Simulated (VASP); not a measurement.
An input for Ansatz (written as the equivalent of a VASP run, and not itself run):

Ansatz 0.2 input:
```yaml
crystal:
  lattice:
    - [-1.5711511, 1.5711511, 1.5711511]
    - [1.5711511, -1.5711511, 1.5711511]
    - [1.5711511, 1.5711511, -1.5711511]
  atoms:
    - { symbol: W, position: [1.0000000, 0.0000000, 0.0000000] }
kpoints:
  mp_grid: { grid: [15, 15, 15] }
hamiltonian:
  xc: lda
  pseudopotentials: { kind: paw }
scf:
  occupations: { method: methfessel_paxton, width: 0.1 }
  max_iter: 100
relax:
  max_steps: 60
  f_tol: 0.01
  cell: {}
output: { forces: true, stress: true, eigenvalues: true }
```

Task: Write the VASP files for the same calculation (LDA).

Result: This is not unique; one that fits is 
KPOINTS:
```
Automatic mesh
0
Gamma
15 15 15
0 0 0
```

**INCAR**
```
NELM = 100
EDIFF = 1E-6   ! SCF stop (eV)
LCHARG = .FALSE.
NSW = 60
LWAVE = .FALSE.
LASPH = .TRUE.   ! aspherical one-centre terms
ENCUT = 400   ! plane-wave cut-off (eV)
SIGMA = 0.1   ! width (eV)
ISMEAR = 1   ! Methfessel-Paxton
IBRION = 2
ALGO = Normal
SYSTEM = W
PREC = Accurate
EDIFFG = -0.01   ! ionic stop
LREAL = .FALSE.   ! projection in real space or not
ISIF = 3   ! ions, shape and volume
LMAXMIX = 6   ! l cut-off of mixed one-centre charges
```

POSCAR:
```
W
1
   -1.5711510958     1.5711510958     1.5711510958
    1.5711510958    -1.5711510958     1.5711510958
    1.5711510958     1.5711510958    -1.5711510958
W
1
Direct
  1.0000000000   0.0000000000   0.0000000000
```

POTCAR, in this order: W_sv (LDA.64 set). Program: vasp_std.

The two are equivalent in intent, not identical: each code has its own PAW files, so the cut-off isn't converted (ENCUT is set for VASP's; basis.ecutwfc is left out, and Ansatz then takes the one that its files recommend); Ansatz stops its SCF on the density residual and VASP on the energy change (EDIFF); Ansatz's lda is the Perdew-Wang form, while the LDA potentials of VASP carry Perdew-Zunger's.

The structure comes from a computed database's W entry (Im-3m); how it stands against other phases isn't given here. It was relaxed first. The start is the result of an earlier pass.
